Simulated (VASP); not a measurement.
Data:

```yaml
crystal:
  lattice:
    - [1.88807, -3.27023, 0.00000]
    - [1.88807, 3.27023, 0.00000]
    - [0.00000, 0.00000, 4.80120]
  atoms:
    - { symbol: Pt, position: [0.00000, 0.00000, 0.00000] }
    - { symbol: Se, position: [0.33333, 0.66667, 0.26612] }
    - { symbol: Se, position: [0.66667, 0.33333, 0.73388] }
```

All values below come from PBE GGA with D4 dispersion, VASP's PBE PAW potentials (set 64) (plane waves; VASP). Run with 520 eV cut-off, 11×11×7 Γ-centred mesh, tetrahedra with Blöchl corrections, potentials Pt Se.

The cores are frozen, which limits the accuracy of field gradients.

Problem. Give the principal components of the electric field gradient (V/Å²) and the asymmetry η at each nucleus.

Solution. 
```csv
atom,Vxx,Vyy,Vzz,η
Pt1,-63.5,-63.5,127.0,0.00
Se2,18.4,18.4,-36.7,0.00
Se3,18.4,18.4,-36.7,0.00
```

The compound is PtSe2 in the 1T layered structure. It was relaxed first.
